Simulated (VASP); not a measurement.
Here is the system:

```
CELL_PARAMETERS angstrom
      3.14586     0.00000     0.00000
     -1.57293     2.72440     0.00000
      0.00000     0.00000     5.09545
ATOMIC_POSITIONS crystal
  Al 0.00000 0.00000 0.99949
  Ga 0.66667 0.33333 0.49723
  N  0.66667 0.33333 0.11269
  N  0.00000 0.00000 0.62698
```

The numbers are results of PBEsol GGA with spin-orbit coupling, VASP's PBE PAW potentials (set 64) (plane waves; VASP 6.6.1), not measurements. Numerical set-up: 520 eV cut-off, 7×7×4 Γ-centred mesh, Gaussian smearing of 0.050 eV, potentials Al Ga_d N.

Problem. What does the run give for the energy per atom (σ→0), band gap (over mesh and band path) with the smallest direct gap where there is one?

Solution. 
- band gap (over mesh and band path): 2.83 eV
- smallest direct gap (over mesh and band path): 2.83 eV
- energy per atom (σ→0): -7.191 eV/atom

Only differences to runs with the same potentials and settings are physical.

The structure comes from a computed database's AlGaN2 entry (P3m1); how it stands against other phases isn't given here. It was relaxed first.
